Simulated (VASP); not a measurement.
Here is the system:

```yaml
crystal:
  lattice:
    - [0.00000, 2.91375, 2.91375]
    - [2.91375, 0.00000, 2.91375]
    - [2.91375, 2.91375, 0.00000]
  atoms:
    - { symbol: In, position: [0.00000, 0.00000, 0.00000] }
    - { symbol: P, position: [0.25000, 0.25000, 0.25000] }
```

These are LDA (Ceperley-Alder, Perdew-Zunger), VASP's LDA PAW potentials (set 64) (plane waves; VASP) values and carry that method's errors. Numerical set-up: 520 eV cut-off, 9×9×9 Γ-centred mesh, tetrahedra with Blöchl corrections, potentials In_d P.

Unless said otherwise, spin-orbit coupling is left out, though it shifts the bands of the heavy elements here.

### Question
Estimate the energy per atom (σ→0), band gap (on the k-mesh) with the smallest direct gap where there is one.

### Answer

The band gap (on the k-mesh) comes out as 0.60 eV, the smallest direct gap (on the k-mesh) is 0.60 eV and the energy per atom (σ→0) is -4.837 eV/atom.

Only differences to runs with the same potentials and settings are physical.

The compound is InP in the zinc blende structure. It was relaxed first.
